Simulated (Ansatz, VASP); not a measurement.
# V2H2NO2 (V2N(OH)2 MXene monolayer): VASP beside Ansatz, part 2 of 2

Aim: how closely do two programs agree when they are given the same cell, functional and k mesh? The structure shown is the start of the Ansatz relaxation below; VASP solves that cell, so the two are compared at the walk's first step.

VASP 6.6.1 and Ansatz 0.2.0.

So far: The structure; Ansatz: relaxation, LDA.

**3. VASP: single point, LDA, start cell**

Level of this step: LDA, zero-moment start; plane waves and PAW (H, O, V_sv, N) (VASP).

The same cell, functional (in two slightly different forms), mesh and smearing now go to VASP, with its own data sets.

Lines of VASP's logs that name or quote its potential files are left out, and so is its time.

Input file INCAR:

```
SYSTEM = V2H2NO2
PREC = Accurate
ENCUT = 520
EDIFF = 1E-06
NELM = 200
ISMEAR = -1
SIGMA = 0.05
LREAL = .FALSE.
ALGO = Normal
GGA = CA
NBANDS = 33
ISPIN = 2
MAGMOM = -0 -0 -0 -0 -0 -0 -0
LASPH = .TRUE.
LMAXMIX = 4
LORBIT = 11
LWAVE = .FALSE.
LCHARG = .FALSE.
ISIF = 2
LDIPOL = .TRUE.
IDIPOL = 3
DIPOL = 0.5 0.5 0.5
LVHAR = .TRUE.
GGA_COMPAT = .FALSE.
NELMDL = -8
KPAR = 2
```

Input file POSCAR:

```
V2H2NO2
1.0
    2.9406520000      0.0000000000      0.0000000000
   -1.4703260000      2.5466790000      0.0000000000
    0.0000000000      0.0000000000     44.0317310000
H O V N
2 2 2 1
Direct
    0.3333333333      0.6666666667      0.4258292730
    0.6666666667      0.3333333333      0.5741707270
    0.3333333333      0.6666666667      0.4480859497
    0.6666666667      0.3333333333      0.5519140503
    0.6666666667      0.3333333333      0.4736484696
    0.3333333333      0.6666666667      0.5263515077
    0.0000000000      0.0000000000      0.4999999886
```

Input file KPOINTS:

```
Automatic mesh
0
Gamma
12 12 1
0 0 0
```

PAW data sets: H, O, V_sv and N (LDA family, release 64).

Launch:

```sh
> mpirun -np 2 vasp_std
```

Numbers of over 12 decimals in the logs are rounded to 6 here.

The log of the run:

```text
[banner, memory and clock lines left out]
running    2 mpi-ranks, on    1 nodes
 distrk:  each k-point on    1 cores,    2 groups
 distr:  one band on    1 cores,    1 groups

 POSCAR found type information on POSCAR H O V N
 POSCAR found :  4 types and       7 ions
 LDA part: xc-table for (Slater(with rela. corr.)+CA(PZ))
 , standard interpolation
 POSCAR, INCAR and KPOINTS ok, starting setup
 FFT: planning ... GRIDC
 FFT: planning ... GRID_SOFT
 FFT: planning ... GRID
 WAVECAR not read
 entering main loop
       N       E                     dE             d eps       ncg     rms          rms(c)
DAV:   1     0.442467793214E+03    0.44247E+03   -0.23720E+04  3268   0.107E+03
DAV:   2    -0.158576797531E+02   -0.45833E+03   -0.44323E+03  3109   0.330E+02
DAV:   3    -0.653434673325E+02   -0.49486E+02   -0.48547E+02  3089   0.106E+02
DAV:   4    -0.666278352915E+02   -0.12844E+01   -0.12750E+01  3044   0.180E+01
DAV:   5    -0.666501215766E+02   -0.22286E-01   -0.22240E-01  3127   0.220E+00
DAV:   6    -0.666505075333E+02   -0.38596E-03   -0.38579E-03  3094   0.293E-01
DAV:   7    -0.666505172081E+02   -0.96749E-05   -0.96743E-05  3151   0.398E-02
DAV:   8    -0.666505173437E+02   -0.13558E-06   -0.13529E-06  2486   0.604E-03    0.390E+01
DAV:   9    -0.576130798006E+02    0.90374E+01   -0.59102E+01  3139   0.574E+01    0.112E+01
DAV:  10    -0.564942482388E+02    0.11188E+01   -0.12594E+01  2976   0.352E+01    0.155E+01
DAV:  11    -0.559033732343E+02    0.59088E+00   -0.24366E+00  2783   0.120E+01    0.329E+00
DAV:  12    -0.558275732469E+02    0.75800E-01   -0.41126E-01  3182   0.401E+00    0.120E+00
DAV:  13    -0.557877756032E+02    0.39798E-01   -0.22275E-01  3016   0.287E+00    0.727E-01
DAV:  14    -0.557837926528E+02    0.39830E-02   -0.46366E-02  3070   0.107E+00    0.409E-01
[...]
DAV:  21    -0.557813703365E+02   -0.57093E-04   -0.85066E-06  2426   0.697E-03    0.616E-03
DAV:  22    -0.557814058468E+02   -0.35510E-04   -0.52658E-06  2192   0.917E-03    0.429E-03
DAV:  23    -0.557814334641E+02   -0.27617E-04   -0.37033E-06  2109   0.760E-03    0.280E-03
DAV:  24    -0.557814416405E+02   -0.81763E-05   -0.43105E-07  2200   0.286E-03    0.104E-03
DAV:  25    -0.557814491971E+02   -0.75567E-05   -0.37788E-07  1738   0.207E-03    0.820E-04
DAV:  26    -0.557814519852E+02   -0.27881E-05   -0.13018E-07  1989   0.148E-03    0.551E-04
DAV:  27    -0.557814532852E+02   -0.13000E-05   -0.55753E-08  1674   0.890E-04    0.298E-04
DAV:  28    -0.557814542123E+02   -0.92706E-06   -0.32046E-08  1786   0.629E-04
   1 F= -.55781454E+02 E0= -.55755655E+02  d E =-.515988E-01  mag=     0.0002
```

Parts of OUTCAR (step 3):

```text
ion  position               nearest neighbor table
   1  0.333  0.667  0.426-   3 0.98
   2  0.667  0.333  0.574-   4 0.98
   3  0.333  0.667  0.448-   1 0.98   5 2.04   5 2.04   5 2.04
   4  0.667  0.333  0.552-   2 0.98   6 2.04   6 2.04   6 2.04
   5  0.667  0.333  0.474-   3 2.04   3 2.04   3 2.04   7 2.06   7 2.06   7 2.06   6 2.88   6 2.88
                             6 2.88
   6  0.333  0.667  0.526-   4 2.04   4 2.04   4 2.04   7 2.06   7 2.06   7 2.06   5 2.88   5 2.88
                             5 2.88
   7  0.000  0.000  0.500-   5 2.06   6 2.06   5 2.06   5 2.06   6 2.06   6 2.06

  LATTYP: Found a hexagonal cell.
 ALAT       =     2.9406520000
 C/A-ratio  =    14.9734586071

 Subroutine GETGRP returns: Found 12 space group operations
 (whereof 12 operations were pure point group operations)

The static configuration has the point symmetry D_3d.

 Found     19 irreducible k-points:

   k-points           NKPTS =     19   k-points in BZ     NKDIM =     19   number of bands    NBANDS=     33

   dimension x,y,z NGX =    24 NGY =   24 NGZ =  336
   dimension x,y,z NGXF=    48 NGYF=   48 NGZF=  672

   ENCUT  =  520.0 eV  38.22 Ry    6.18 a.u.   5.47  5.47 81.87*2*pi/ulx,y,z

   NELECT =      45.0000    total number of electrons

 k-points in reciprocal lattice and weights: Automatic mesh
   0.00000000  0.00000000  0.00000000       0.007
   0.08333333  0.00000000  0.00000000       0.042
   0.16666667  0.00000000  0.00000000       0.042
   0.25000000  0.00000000  0.00000000       0.042
   0.33333333  0.00000000  0.00000000       0.042
   0.41666667  0.00000000  0.00000000       0.042
   0.50000000  0.00000000  0.00000000       0.021
   0.08333333  0.08333333  0.00000000       0.042
   0.16666667  0.08333333  0.00000000       0.083
[...]
0.33333333  0.25000000  0.00000000       0.083
   0.33333333  0.33333333  0.00000000       0.014

 dipolmoment           0.000000      0.000000      0.000011 electrons x Angstroem

 average (electrostatic) potential at core
       1 -42.6288       2 -42.6286       3 -80.4446       4 -80.4444       5 -82.8132
       6 -82.8131       7 -70.8548

 E-fermi :  -0.9549

 spin component 1
 k-point     1 :       0.0000    0.0000    0.0000
  band No.  band energies     occupation
    ...
     21      -2.2158      1.00000
     22      -2.0978      1.00000
     23      -2.0978      1.00000
     24      -1.1254      0.96800
     25      -1.0782      0.92170
     26      -0.8903      0.21551
     27      -0.8903      0.21551
     28      -0.5264      0.00019
     29      -0.1730      0.00000
     30      -0.1730      0.00000
    ...

 k-point     2 :       0.0833    0.0000    0.0000
  band No.  band energies     occupation
    ...
     21      -2.2617      1.00000
     22      -2.0253      1.00000
     23      -1.9413      1.00000
     24      -1.1024      0.95030
     25      -0.9556      0.50371
     26      -0.8991      0.24662
     27      -0.8215      0.06496
     28      -0.4333      0.00003
     29      -0.1350      0.00000
     30       0.0247      0.00000
    ...

 k-point     3 :       0.1667    0.0000    0.0000
  band No.  band energies     occupation
    ...
     20      -5.3592      1.00000
     21      -2.6083      1.00000
     22      -1.7015      1.00000
     23      -1.6102      1.00000
     24      -0.9980      0.70330
     25      -0.9274      0.36607
     26      -0.6047      0.00091
     27      -0.4639      0.00005
     28      -0.2117      0.00000
     29      -0.0469      0.00000
    ...

 k-point     4 :       0.2500    0.0000    0.0000
  band No.  band energies     occupation
    ...
     19      -6.2547      1.00000
     20      -5.6482      1.00000
     21      -3.0479      1.00000
     22      -1.2876      0.99871
     23      -1.2455      0.99702
     24      -0.9438      0.44456
     25      -0.5858      0.00062
     26      -0.3253      0.00000
     27       0.0749      0.00000
     28       0.0761      0.00000
    ...

 k-point     5 :       0.3333    0.0000    0.0000
  band No.  band energies     occupation
    ...
     18      -7.2101      1.00000
     19      -6.3594      1.00000
     20      -5.7878      1.00000
     21      -3.4354      1.00000
     22      -1.1010      0.94889
     23      -0.8733      0.16371
     24      -0.6526      0.00236
     25      -0.1960      0.00000
     26      -0.1646      0.00000
     27       0.2600      0.00000
    ...

 k-point     6 :       0.4167    0.0000    0.0000
  band No.  band energies     occupation
    ...
     18      -7.2484      1.00000
     19      -6.4242      1.00000
     20      -5.8115      1.00000
     21      -3.6996      1.00000
     22      -1.1281      0.96963
     23      -0.5600      0.00037
     24      -0.2023      0.00000
     25      -0.1118      0.00000
     26      -0.0001      0.00000
     27       0.4095      0.00000
    ...

  Total       -3.8909797     -3.8909787     -1.4423798      0.0000000      0.0000000     -0.0000000
  in kB      -18.9054036    -18.9053986     -7.0082022      0.0000000      0.0000000     -0.0000000
  external PRESSURE =     -14.9396681 kB  Pullay stress =       0.0000000 kB

  energy-cutoff  :      520.00
  volume of cell :      329.75
      direct lattice vectors                 reciprocal lattice vectors
     2.940652000  0.000000000  0.000000000     0.340060640  0.196334128  0.000000000
    -1.470326000  2.546679000  0.000000000     0.000000000  0.392668255  0.000000000
     0.000000000  0.000000000 44.031731000     0.000000000  0.000000000  0.022710895

 POSITION                                       TOTAL-FORCE (eV/Angst)
 -----------------------------------------------------------------------------------
     -0.00000      1.69779     18.75000        -0.000000      0.000000     -0.526644
      1.47033      0.84889     25.28173         0.000000      0.000000      0.526644
     -0.00000      1.69779     19.73000         0.000000      0.000000     -0.247829
      1.47033      0.84889     24.30173         0.000000     -0.000000      0.247829
      1.47033      0.84889     20.85556        -0.000000     -0.000000      2.547373
     -0.00000      1.69779     23.17617        -0.000000      0.000000     -2.547373
      0.00000      0.00000     22.01586         0.000000      0.000000      0.000000
 -----------------------------------------------------------------------------------
    total drift:                                0.000000     -0.000000      0.003921

  FREE ENERGIE OF THE ION-ELECTRON SYSTEM (eV)
  ---------------------------------------------------
  free  energy   TOTEN  =       -55.7814542123 eV

  energy  without entropy=      -55.7298554524  energy(sigma->0) =      -55.75565483

 vacuum level on the upper side and lower side of the slab         1.989         1.989

 total charge
# of ion       s       p       d       tot
------------------------------------------
    1        0.593   0.120   0.000   0.713
    2        0.593   0.120   0.000   0.713
    3        1.544   3.586   0.000   5.130
    4        1.544   3.586   0.000   5.130
    5        2.225   6.247   3.167  11.639
    6        2.225   6.247   3.167  11.639
    7        1.228   2.478   0.000   3.706
--------------------------------------------------
tot          9.951  22.384   6.334  38.669

 magnetization (x)
# of ion       s       p       d       tot
------------------------------------------
    1        0.000  -0.000   0.000  -0.000
    2        0.000  -0.000   0.000  -0.000
    3       -0.000  -0.000   0.000  -0.000
    4       -0.000  -0.000   0.000  -0.000
    5        0.000   0.000   0.000   0.000
    6        0.000   0.000   0.000   0.000
    7       -0.000   0.000   0.000   0.000
--------------------------------------------------
tot          0.000  -0.000   0.000   0.000

[... 6 further parts left out ...]
```

This run allows spin, but its moments start at zero, where symmetry between the spins tends to hold them, although V can carry a moment. Its electron count is odd, so without a moment it is a metal by construction.

**4. Differences**

Known differences besides the potentials themselves: the two LDA forms differ slightly; Ansatz cuts the interaction across the vacuum, VASP repeats the sheet with a dipole correction; the cutoff is 420 eV in Ansatz and 520 eV in VASP; VASP's log shows a relativistic correction to its local exchange, Ansatz's none. Total energies have different zeros and are not compared.

Forces (eV/Å; atoms numbered as in POSCAR):

```tsv
atom	Ansatz x, y, z	VASP x, y, z
H1	0.000, 0.000, -0.325	0.000, 0.000, -0.527
H2	0.000, 0.000, 0.325	0.000, 0.000, 0.527
O3	0.000, 0.000, -0.329	0.000, 0.000, -0.248
O4	0.000, 0.000, 0.329	0.000, 0.000, 0.248
V5	0.000, 0.000, 2.403	0.000, 0.000, 2.547
V6	0.000, 0.000, -2.403	0.000, 0.000, -2.547
N7	0.000, 0.000, 0.000	0.000, 0.000, 0.000
```

The forces differ by 81 meV/Å r.m.s., which is 10.0 % of the r.m.s. force of 0.806 eV/Å (both taken over all components). Moments aren't recorded for both runs of this pair, so they may hold unlike magnetic states. With vacuum in the cell, a pressure given here is an average over mostly empty space and none of the material.

**5. Results**

```yaml
r_m_s_force_difference_single_point_lda_start_cell: 10.0 % of the r.m.s. force
```

In words: The r.m.s. force difference is 10.0 % of the r.m.s. force (single point, LDA, start cell), beyond the 3 % picked in this series as the mark of a large difference. What causes the difference of the single point, LDA, start cell pair stays open here. 1 further run of this series is not shown here. Such differences can come from data sets, numerical settings and the points named under the comparisons, not from the functional's error against experiment.

[Lines on the potential files, build, host, timing and source positions are cut from VASP's logs without a mark.]

[Logs are printed without paths, hosts, clocks, repeated set-up lines and the standing remarks that a program may print on its own settings, such as how far it seeks lower states.]

[Hosts, paths, dates, database ids (printed as entryN), source tags and the programs' standing remarks are cut or masked in the printed files.]
